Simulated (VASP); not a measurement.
Cost and result of VASP (PAW) for the band gap of BeS (zinc blende). Gaps are without spin-orbit coupling. Each level names its cell: its own relaxed one, PBE's, or the starting one. A gap is the smallest over the k-mesh and a band path; hybrids may have named points in place of the path, and GW has the mesh alone. The cost counts the self-consistent run with its band path or extra points (for GW, with the PBE run and the diagonalisation ahead of it), each on the mesh and cut-off of its row, so the ratios hold those differences too. With PBE it took about 20 core-seconds. Times come from single runs on busy shared machines, so they are rough: good to a factor of about 2.

mBJ is a potential without an energy functional, so only the levels count.

```
level                    k-mesh  cut-off (eV)  band gap (eV)         cost over PBE
---------------------  --------  ------------  -------------  --------------------
LDA (own cell)         11×11×11           520           2.83  within a factor of 2
PBE (own cell)         10×10×10           520           3.15             reference
PBEsol (own cell)      11×11×11           520           2.91  within a factor of 2
mBJ (TB09) (PBE cell)     8×8×8           520           4.39  within a factor of 2
r2SCAN (own cell)      10×10×10           520           3.61         about 4 times
PBE0 (PBE cell)           8×8×8           520           4.79        about 40 times
HSEsol (PBE cell)         8×8×8           520     (withheld)        about 40 times
```

### Question
Complete the blanks.

### Answer

- HSEsol (PBE cell), band gap (eV): 3.98

Left out are levels that failed, ran on another kind of processor or have no fit band path; at most nine are shown.

The compound is BeS in the zinc blende structure.
